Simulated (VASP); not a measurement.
Output of a VASP run:

OSZICAR:
```
       N       E                     dE             d eps       ncg     rms          rms(c)
DAV:   1     0.318896905383E+03    0.31890E+03   -0.22101E+04   480   0.162E+03
DAV:   2    -0.285386211513E+02   -0.34744E+03   -0.33857E+03   616   0.384E+02
DAV:   3    -0.489658962845E+02   -0.20427E+02   -0.20406E+02   800   0.919E+01
DAV:   4    -0.494685821170E+02   -0.50269E+00   -0.50255E+00   672   0.117E+01
DAV:   5    -0.494863702475E+02   -0.17788E-01   -0.17788E-01   704   0.136E+00    0.255E+01
DAV:   6    -0.417255604154E+02    0.77608E+01   -0.52181E+01   608   0.433E+01    0.114E+01
DAV:   7    -0.416419287157E+02    0.83632E-01   -0.42375E+00   720   0.113E+01    0.647E+00
DAV:   8    -0.416091941526E+02    0.32735E-01   -0.39256E-01   648   0.509E+00    0.670E-01
DAV:   9    -0.416101248075E+02   -0.93065E-03   -0.54271E-02   736   0.138E+00    0.515E-01
DAV:  10    -0.416125226296E+02   -0.23978E-02   -0.18774E-02   688   0.119E+00    0.284E-01
DAV:  11    -0.416119766432E+02    0.54599E-03   -0.30275E-03   672   0.465E-01    0.410E-02
DAV:  12    -0.416120459637E+02   -0.69321E-04   -0.20907E-04   632   0.109E-01    0.316E-02
DAV:  13    -0.416120436883E+02    0.22754E-05   -0.39307E-05   776   0.430E-02    0.558E-03
DAV:  14    -0.416120446994E+02   -0.10111E-05   -0.37984E-06   632   0.159E-02    0.206E-03
DAV:  15    -0.416120445565E+02    0.14295E-06   -0.37993E-07   648   0.435E-03    0.763E-04
DAV:  16    -0.416120445586E+02   -0.21560E-08   -0.59376E-08   512   0.188E-03
   1 F= -.41612045E+02 E0= -.41612045E+02  d E =-.784200E-22
```

### OUTCAR
```
------------------------ aborting loop because EDIFF is reached ----------------------------------------
  FORCE on cell =-STRESS in cart. coord.  units (eV):
  Direction    XX          YY          ZZ          XY          YZ          ZX
  --------------------------------------------------------------------------------------
  Total       -3.8743484     -3.8743484     -3.8743484      0.0000000     -0.0000000     -0.0000000
  in kB      -77.0121073    -77.0121073    -77.0121073      0.0000000     -0.0000000     -0.0000000
  external PRESSURE =     -77.0121073 kB  Pullay stress =       0.0000000 kB
  volume of cell :       80.60
      direct lattice vectors                 reciprocal lattice vectors
     4.319665156  0.000000000  0.000000000     0.231499425  0.000000000  0.000000000
     0.000000000  4.319665156  0.000000000     0.000000000  0.231499425  0.000000000
     0.000000000  0.000000000  4.319665156     0.000000000  0.000000000  0.231499425
 POSITION                                       TOTAL-FORCE (eV/Angst)
 -----------------------------------------------------------------------------------
      0.00000      0.00000      0.00000         0.000000      0.000000      0.000000
      2.15983      2.15983      2.15983         0.000000      0.000000      0.000000
      2.15983      0.00000      2.15983         0.000000      0.000000      0.000000
      0.00000      2.15983      2.15983         0.000000      0.000000      0.000000
      2.15983      2.15983      0.00000         0.000000      0.000000      0.000000
 -----------------------------------------------------------------------------------
    total drift:                                0.000000     -0.000000     -0.000000
  FREE ENERGIE OF THE ION-ELECTRON SYSTEM (eV)
  ---------------------------------------------------
  free  energy   TOTEN  =       -41.6120445586 eV

  energy  without entropy=      -41.6120445586  energy(sigma->0) =      -41.61204456
```
(Selected blocks of OUTCAR.)

**POSCAR**
```
BaZrO3
1
    4.3196651556     0.0000000000     0.0000000000
    0.0000000000     4.3196651556     0.0000000000
    0.0000000000     0.0000000000     4.3196651556
Ba Zr O
1 1 3
Direct
  0.0000000000   0.0000000000   0.0000000000
  0.5000000000   0.5000000000   0.5000000000
  0.5000000000   0.0000000000   0.5000000000
  0.0000000000   0.5000000000   0.5000000000
  0.5000000000   0.5000000000   0.0000000000
```

Write an INCAR and KPOINTS that could have produced this output.

One answer among several that fit: the input of the run itself, PBE GGA, plane waves, VASP's PBE PAW potentials (set 64).

KPOINTS:
```
Automatic
0
gamma
 5 5 5
0 0 0
```

### INCAR
```
ALGO  =  Normal
EDIFF  =  1E-7
ENCUT  =  520
GGA  =  PE
ISIF  =  2
ISMEAR  =  0
LASPH  =  .True.
LCHARG  =  .False.
LMAXMIX  =  4
LREAL  =  .False.
LWAVE  =  .False.
NELM  =  100
PREC  =  Accurate
SIGMA  =  0.05
SYSTEM  =  BaZrO3
```

POTCAR, in this order: Ba_sv Zr_sv O (PBE.64 set). Program: vasp_std.

The compound is BaZrO3 in the cubic perovskite structure. This cell is one point of a volume scan, at 1.06 of the reference volume.
